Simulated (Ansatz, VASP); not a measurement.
## CdHgS2: VASP beside Ansatz

```xyz
4
Lattice="5.0456 0.0000 0.0000 0.0000 5.0456 0.0000 0.0000 0.0000 3.5896" Properties=species:S:1:pos:R:3 pbc="T T T"
Cd    2.5228    2.5228    1.7948
Hg    0.0000    0.0000    0.0000
S     2.5228    0.0000    0.0000
S     0.0000    2.5228    0.0000
```

Alike in both runs: functional PBE; k mesh 10 × 10 × 14; occupations gaussian, width 0.1 eV; no spin polarisation.

Ansatz relaxed the structure, and its values are those at the end. VASP's run is a single point on that final structure, the one shown.

```csv
,VASP,Ansatz
version,VASP 6.6.1,Ansatz 0.2.0
potentials or method,"VASP PAW PBE potentials, release 64 (Cd, Hg, S)","scalar-relativistic, plane waves, PAW"
plane-wave cutoff (eV),520,420
valence electrons in the cell,36,52
```

VASP gave:

| Item | Value |
| --- | --- |
| gap on the k mesh at the Fermi level (eV) | none |
| pressure (GPa) | 0.4 |

Problem. Which values does Ansatz return?

Solution. gap on the k mesh at the Fermi level (eV): none; pressure (GPa): 0.0.

A gap of «none» marks a metal or a gap that the smearing closes. With one functional, cell and mesh, what is left measures potentials, basis and numerics. The two sets of potentials don't hold the same shells in valence.

Spin-orbit coupling is left out, which matters for the levels of Hg.
